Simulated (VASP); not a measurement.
Method: LDA (Ceperley-Alder, Perdew-Zunger), VASP's LDA PAW potentials (set 64) (plane waves; VASP 6.6.1).

A VASP calculation is set up with these files.

**INCAR**
```
! general
SYSTEM = SiO2
PREC   = Accurate
ENCUT  = 520   ! plane-wave cut-off (eV)
LREAL  = F
LASPH  = T

! electronic loop
EDIFF  = 1E-7
NELM   = 100   ! most electronic steps
ALGO   = Normal   ! blocked Davidson

! smearing
ISMEAR = -5

! ions
ISIF   = 2

! output
LWAVE  = F
LCHARG = T
LORBIT = 11
NEDOS  = 601   ! DOS grid

! other
LEFG   = T
```

### KPOINTS
```
K-points
0
Gamma
 6 6 9
```

POSCAR:
```
SiO2
4.1567990
  1.0000001176   0.0000000000   0.0000000000
  0.0000000000   1.0000001176   0.0000000000
  0.0000000000   0.0000000000   0.6412485520
Si O
2 4
Cartesian
  0.0000000000   0.0000000000   0.0000000000
  0.5000000588   0.5000000588   0.3206242760
  0.3053900990   0.3053900990   0.0000000000
  0.8053901578   0.1946099598   0.3206242760
  0.1946099598   0.8053901578   0.3206242760
  0.6946100186   0.6946100186   0.0000000000
```

POTCAR, in this order: Si O (LDA.64 set). Program: vasp_std.

Output of the run:

File OSZICAR:
```
       N       E                     dE             d eps       ncg     rms          rms(c)
DAV:   1     0.162467471989E+03    0.16247E+03   -0.18366E+04  2008   0.155E+03
DAV:   2    -0.501445782711E+02   -0.21261E+03   -0.20602E+03  2676   0.324E+02
DAV:   3    -0.568407241357E+02   -0.66961E+01   -0.66778E+01  2400   0.628E+01
DAV:   4    -0.568915782420E+02   -0.50854E-01   -0.50796E-01  2372   0.623E+00
DAV:   5    -0.568921505316E+02   -0.57229E-03   -0.57222E-03  2316   0.641E-01    0.180E+01
DAV:   6    -0.520671461286E+02    0.48250E+01   -0.19057E+01  2248   0.307E+01    0.861E+00
DAV:   7    -0.520049019979E+02    0.62244E-01   -0.56409E-01  2356   0.514E+00    0.306E+00
DAV:   8    -0.519756746966E+02    0.29227E-01   -0.18087E-02  2292   0.138E+00    0.110E+00
DAV:   9    -0.519705009335E+02    0.51738E-02   -0.46560E-03  2328   0.687E-01    0.231E-01
DAV:  10    -0.519705180123E+02   -0.17079E-04   -0.25323E-04  2332   0.146E-01    0.556E-02
DAV:  11    -0.519705077064E+02    0.10306E-04   -0.38422E-05  2324   0.514E-02    0.170E-02
DAV:  12    -0.519705070337E+02    0.67273E-06   -0.51980E-06  2308   0.172E-02    0.641E-03
DAV:  13    -0.519705070391E+02   -0.54411E-08   -0.22865E-07  1708   0.422E-03
   1 F= -.51970507E+02 E0= -.51970507E+02  d E =0.000000E+00
```

**OUTCAR**
```
------------------------ aborting loop because EDIFF is reached ----------------------------------------
  FORCE on cell =-STRESS in cart. coord.  units (eV):
  Direction    XX          YY          ZZ          XY          YZ          ZX
  --------------------------------------------------------------------------------------
  Total        0.0058823      0.0058823      0.1086877      0.0000000      0.0000000      0.0000000
  in kB        0.2046228      0.2046228      3.7808335      0.0000000      0.0000000      0.0000000
  external PRESSURE =       1.3966931 kB  Pullay stress =       0.0000000 kB
  volume of cell :       46.06
      direct lattice vectors                 reciprocal lattice vectors
     4.156799489  0.000000000  0.000000000     0.240569699  0.000000000  0.000000000
     0.000000000  4.156799489  0.000000000     0.000000000  0.240569699  0.000000000
     0.000000000  0.000000000  2.665541339     0.000000000  0.000000000  0.375158316
 POSITION                                       TOTAL-FORCE (eV/Angst)
 -----------------------------------------------------------------------------------
      0.00000      0.00000      0.00000         0.000000      0.000000     -0.000000
      2.07840      2.07840      1.33277         0.000000      0.000000     -0.000000
      1.26945      1.26945      0.00000         0.008038      0.008038      0.000000
      3.34785      0.80895      1.33277         0.008038     -0.008038     -0.000000
      0.80895      3.34785      1.33277        -0.008038      0.008038     -0.000000
      2.88735      2.88735      0.00000        -0.008038     -0.008038     -0.000000
 -----------------------------------------------------------------------------------
    total drift:                                0.000000      0.000000      0.000000
  FREE ENERGIE OF THE ION-ELECTRON SYSTEM (eV)
  ---------------------------------------------------
  free  energy   TOTEN  =       -51.9705070391 eV

  energy  without entropy=      -51.9705070391  energy(sigma->0) =      -51.97050704

 total charge

# of ion       s       p       d       tot
------------------------------------------
    1        0.595   0.900   0.000   1.495
    2        0.595   0.900   0.000   1.495
    3        1.539   3.682   0.000   5.221
    4        1.539   3.682   0.000   5.221
    5        1.539   3.682   0.000   5.221
    6        1.539   3.682   0.000   5.221
--------------------------------------------------
tot          7.346  16.528   0.000  23.874

 Electric field gradients after diagonalization (V/A^2)
 (convention: |V_zz| > |V_xx| > |V_yy|)
----------------------------------------------------------------------
 ion       V_xx      V_yy      V_zz     asymmetry (V_yy - V_xx)/ V_zz
----------------------------------------------------------------------
   1     -15.636    -1.803    17.439       0.793
   2     -15.636    -1.803    17.439       0.793
   3      60.624    45.993  -106.616       0.137
   4      60.624    45.993  -106.616       0.137
   5      60.624    45.993  -106.616       0.137
   6      60.624    45.993  -106.616       0.137
```
(Selected blocks of OUTCAR.)

File OUTCAR:
```
 val. band max:        8.2672263849   @ k =   0.0000   0.0000   0.0000

 cond. band min:      14.0293647205   @ k =   0.0000   0.0000   0.0000


 Fermi energy:         8.2810401879

 k-point     1 :       0.0000    0.0000    0.0000
  band No.  band energies     occupation
      1     -14.2677      2.00000
      2     -10.4622      2.00000
      3     -10.4622      2.00000
      4     -10.1820      2.00000
      5      -2.7601      2.00000
      6       1.6833      2.00000
      7       1.6833      2.00000
      8       1.7584      2.00000
      9       2.7067      2.00000
     10       3.0527      2.00000
     11       5.0333      2.00000
     12       5.0333      2.00000
     13       5.7080      2.00000
     14       7.3594      2.00000
     15       7.3594      2.00000
     16       8.2672      2.00000
     17      14.0294      0.00000
     18      14.6802      0.00000
     19      16.5913      0.00000
     20      16.5913      0.00000

 k-point     2 :       0.1667    0.0000    0.0000
  band No.  band energies     occupation
      1     -14.1168      2.00000
      2     -11.1577      2.00000
      3     -10.3832      2.00000
      4      -9.8126      2.00000
      5      -2.5692      2.00000
      6       0.9350      2.00000
      7       1.7144      2.00000
      8       2.3442      2.00000
      9       2.8198      2.00000
     10       3.6268      2.00000
     11       4.7687      2.00000
     12       5.0994      2.00000
     13       5.7461      2.00000
     14       6.7697      2.00000
     15       7.3112      2.00000
     16       8.0444      2.00000
     17      14.4468      0.00000
     18      14.9378      0.00000
     19      16.6432      0.00000
     20      16.6863      0.00000

 k-point     3 :       0.3333    0.0000    0.0000
  band No.  band energies     occupation
      1     -13.6751      2.00000
      2     -12.0970      2.00000
      3     -10.1706      2.00000
      4      -9.7218      2.00000
      5      -2.0385      2.00000
...
```

The compound is SiO2 in the rutile structure, stishovite, a high-pressure form. It was relaxed first.
